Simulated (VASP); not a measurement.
Output of a VASP run:

OSZICAR:
```
       N       E                     dE             d eps       ncg     rms          rms(c)
DAV:   1     0.114950185776E+03    0.11495E+03   -0.94549E+03  2032   0.132E+03
DAV:   2    -0.882649153453E+01   -0.12378E+03   -0.11914E+03  2196   0.344E+02
DAV:   3    -0.111429870378E+02   -0.23165E+01   -0.22687E+01  2372   0.485E+01
DAV:   4    -0.111678965412E+02   -0.24910E-01   -0.24888E-01  2296   0.493E+00
DAV:   5    -0.111684972359E+02   -0.60069E-03   -0.60068E-03  2588   0.697E-01    0.122E+01
DAV:   6    -0.105810142569E+02    0.58748E+00   -0.38221E+00  2136   0.222E+01    0.249E+00
DAV:   7    -0.105004940542E+02    0.80520E-01   -0.31784E-01  2132   0.669E+00    0.206E+00
DAV:   8    -0.104841050487E+02    0.16389E-01   -0.18450E-02  2188   0.139E+00    0.183E-01
DAV:   9    -0.104839477262E+02    0.15732E-03   -0.27974E-04  2360   0.154E-01    0.117E-01
DAV:  10    -0.104839445609E+02    0.31653E-05   -0.29534E-05  2548   0.693E-02    0.100E-02
DAV:  11    -0.104839441542E+02    0.40668E-06   -0.12824E-06  2368   0.142E-02    0.379E-03
DAV:  12    -0.104839436478E+02    0.50648E-06   -0.81156E-08  1284   0.298E-03    0.617E-04
DAV:  13    -0.104839436810E+02   -0.33266E-07   -0.88966E-09  1068   0.959E-04
   1 F= -.10483944E+02 E0= -.10483840E+02  d E =-.309691E-03
```

File OUTCAR:
```
------------------------ aborting loop because EDIFF is reached ----------------------------------------
  FORCE on cell =-STRESS in cart. coord.  units (eV):
  Direction    XX          YY          ZZ          XY          YZ          ZX
  --------------------------------------------------------------------------------------
  Total       -1.0467207     -1.0467207     -1.0467207      0.0000000      0.0000000     -0.0000000
  in kB      -61.3529436    -61.3529436    -61.3529436      0.0000000      0.0000000     -0.0000000
  external PRESSURE =     -61.3529436 kB  Pullay stress =       0.0000000 kB
  volume of cell :       27.33
      direct lattice vectors                 reciprocal lattice vectors
     3.012326209  0.000000000  0.000000000     0.331969359  0.000000000  0.000000000
     0.000000000  3.012326209  0.000000000     0.000000000  0.331969359  0.000000000
     0.000000000  0.000000000  3.012326209     0.000000000  0.000000000  0.331969359
 POSITION                                       TOTAL-FORCE (eV/Angst)
 -----------------------------------------------------------------------------------
      1.50616      1.50616      1.50616         0.000000      0.000000      0.000000
      0.00000      0.00000      0.00000         0.000000      0.000000      0.000000
 -----------------------------------------------------------------------------------
    total drift:                                0.000000      0.000000      0.000000
  FREE ENERGIE OF THE ION-ELECTRON SYSTEM (eV)
  ---------------------------------------------------
  free  energy   TOTEN  =       -10.4839436810 eV

  energy  without entropy=      -10.4836339899  energy(sigma->0) =      -10.48384045
```
(Selected blocks of OUTCAR.)

**POSCAR**
```
RuAl
1
    3.0123262085     0.0000000000     0.0000000000
    0.0000000000     3.0123262085     0.0000000000
    0.0000000000     0.0000000000     3.0123262085
Al Ru
1 1
Direct
  0.5000000000   0.5000000000   0.5000000000
  0.0000000000   0.0000000000   0.0000000000
```

Task: Reconstruct the remaining input files.

Result: One answer among several that fit: the input of the run itself, vdW-DF-cx, plane waves, VASP's PBE PAW potentials (set 64).

KPOINTS:
```
Automatic mesh
0
Gamma
12 12 12
0 0 0
```

INCAR:
```
AGGAC = 0.0
ALGO = Normal
EDIFF = 1E-7
ENCUT = 520
GGA = CX
ISIF = 2
ISMEAR = 1
LASPH = T
LCHARG = F
LMAXMIX = 4
LREAL = F
LUSE_VDW = T
LWAVE = F
NELM = 100
PREC = Accurate
SIGMA = 0.1
SYSTEM = RuAl
```

POTCAR, in this order: Al Ru_pv (PBE.64 set). Program: vasp_std.

The compound is RuAl in the CsCl type structure. This cell is one point of a volume scan, at 1.03 of the reference volume. The electron count is odd and the run is not spin-polarised, which forces a metal.
